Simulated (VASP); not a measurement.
The system is Mg.

```
CELL_PARAMETERS angstrom
3.18000 0.00000 0.00000
-1.59000 2.75396 0.00000
0.00000 0.00000 5.16000
ATOMIC_POSITIONS crystal
Mg 0.33333 0.66667 0.25000
Mg 0.66667 0.33333 0.75000
```

The cell was built by a generator and needn't be a form met in nature.

```yaml
Program: VASP 6.6.1
Task: relaxation of cell and atoms
Functional: PBE
Dispersion: D3(BJ)
Potentials_or_basis: VASP PAW PBE potentials, release 64 (Mg)
Cutoff: 600 eV
k_mesh: 16 × 16 × 8
Occupations: methfessel-paxton, width 0.1 eV
Spin: no spin polarisation
```

At the start: pressure -1.6 GPa; volume 22.59 Å³/atom.

Task: How do energy, volume and symmetry change on relaxing?

Result: Over 7 steps the energy falls by 5.0 meV/atom and the volume is 21.64 Å³/atom (-4.2 %); space group P6_3/mmc (No. 194, to 0.05 Å).

The path:
| step | energy change (eV) | largest force (eV/Å) | pressure (GPa) | volume (Å³) |
| --- | --- | --- | --- | --- |
| 1 | 0.0000 | 0.0000 | -1.58 | 45.19 |
| 2 | -0.0093 | 0.0000 | -0.40 | 43.75 |
| 3 | -0.0099 | 0.0000 | 0.01 | 43.30 |
| 4 | -0.0099 | 0.0000 | 0.04 | 43.27 |
| 5 | -0.0100 | 0.0000 | 0.04 | 43.27 |
| 6 | -0.0100 | 0.0000 | 0.03 | 43.27 |
| 7 | -0.0100 | 0.0000 | 0.03 | 43.27 |

Final structure:
```
Mg
1.0
     3.14344    0.00000    0.00000
    -1.57172    2.72229    0.00000
     0.00000    0.00000    5.05667
Mg
2
Direct
  0.33333 0.66667 0.25000
  0.66667 0.33333 0.75000
```

Caveat: pairwise dispersion overbinds metals, which lowers pressure and volume.
